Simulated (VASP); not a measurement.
Output of a VASP run:

OSZICAR:
```
       N       E                     dE             d eps       ncg     rms          rms(c)
DAV:   1     0.878919864960E+02    0.87892E+02   -0.79675E+03  9457   0.133E+03
DAV:   2    -0.792550896288E+01   -0.95817E+02   -0.91222E+02  8744   0.256E+02
DAV:   3    -0.103414541894E+02   -0.24159E+01   -0.23904E+01 10811   0.482E+01
DAV:   4    -0.103674758132E+02   -0.26022E-01   -0.26018E-01  9626   0.432E+00
DAV:   5    -0.103683597210E+02   -0.88391E-03   -0.88390E-03 12840   0.858E-01    0.118E+01
DAV:   6    -0.977522853049E+01    0.59313E+00   -0.10089E+01  8676   0.895E+01    0.562E+00
DAV:   7    -0.930951965132E+01    0.46571E+00   -0.35368E+00 10449   0.929E+01    0.562E+00
DAV:   8    -0.925647531640E+01    0.53044E-01   -0.25477E-01 11884   0.126E+01    0.272E+00
DAV:   9    -0.924781534958E+01    0.86600E-02   -0.24677E-02 13415   0.385E+00    0.127E-01
DAV:  10    -0.924745540140E+01    0.35995E-03   -0.30400E-03 12659   0.795E-01    0.743E-02
DAV:  11    -0.924745053703E+01    0.48644E-05   -0.10675E-04 13029   0.272E-01    0.420E-02
DAV:  12    -0.924744505492E+01    0.54821E-05   -0.22403E-05 11506   0.166E-01    0.457E-03
DAV:  13    -0.924744509003E+01   -0.35113E-07   -0.60828E-07  5324   0.112E-02
   1 F= -.92474451E+01 E0= -.92399780E+01  d E =-.149341E-01
```

OUTCAR:
```
------------------------ aborting loop because EDIFF is reached ----------------------------------------
  FORCE on cell =-STRESS in cart. coord.  units (eV):
  Direction    XX          YY          ZZ          XY          YZ          ZX
  --------------------------------------------------------------------------------------
  Total       -1.9496373     -1.9470141     -1.5874850      0.0102671     -0.0146024     -0.0170267
  in kB     -107.3205949   -107.1761974    -87.3853993      0.5651659     -0.8038097     -0.9372609
  external PRESSURE =    -100.6273972 kB  Pullay stress =       0.0000000 kB
  volume of cell :       29.11
      direct lattice vectors                 reciprocal lattice vectors
     2.850700000  0.000000000  0.000000000     0.350791034  0.000000000  0.000000000
     0.000000000  2.850700000  0.000000000     0.000000000  0.350791034  0.000000000
     0.000000000  0.000000000  3.581610000     0.000000000  0.000000000  0.279204045
 POSITION                                       TOTAL-FORCE (eV/Angst)
 -----------------------------------------------------------------------------------
      1.40971      1.41199      1.80322         0.103021      0.088154     -0.149434
      0.01564      0.01336      3.56919        -0.103021     -0.088154      0.149434
 -----------------------------------------------------------------------------------
    total drift:                               -0.000752     -0.000605     -0.000181
  FREE ENERGIE OF THE ION-ELECTRON SYSTEM (eV)
  ---------------------------------------------------
  free  energy   TOTEN  =        -9.2474450900 eV

  energy  without entropy=       -9.2325110091  energy(sigma->0) =       -9.23997805
```
(Selected blocks of OUTCAR.)

File POSCAR:
```
CuAu
1
    2.8507000000     0.0000000000     0.0000000000
    0.0000000000     2.8507000000     0.0000000000
    0.0000000000     0.0000000000     3.5816100000
Cu Au
1 1
Direct
  0.4945140000   0.4953120000   0.5034670000
  0.0054860000   0.0046880000  -0.0034670000
```

Problem. Reconstruct the remaining input files.

Solution. Several could match; the one computed here: the input of the run itself, LDA (Ceperley-Alder, Perdew-Zunger), plane waves, VASP's LDA PAW potentials (set 64).

### KPOINTS
```
Automatic mesh
0
gamma
9 9 7
```

**INCAR**
```
! general
SYSTEM =CuAu
PREC   =Accurate
ENCUT  =300
LREAL  =.FALSE.
LASPH  =.TRUE.

! electronic loop
EDIFF  =1E-6
NELM   =100
ALGO   =Normal
LMAXMIX=6

! smearing
ISMEAR =-1
SIGMA  =0.1

! ions
ISIF   =2

! output
LWAVE  =.FALSE.
LCHARG =.FALSE.
```

POTCAR, in this order: Cu Au (LDA.64 set). Program: vasp_std.

At this cut-off the stress carries a Pulay error, which pulls relaxed volumes low.

The structure comes from a computed database's CuAu entry; how it stands against other phases isn't given here. The cell was not relaxed at this level, atoms are displaced from their ideal sites. The run is one of a series of settings (GGA removed, POTCAR Cu Au (LDA.64 set) against the base run), some of them coarse on purpose.
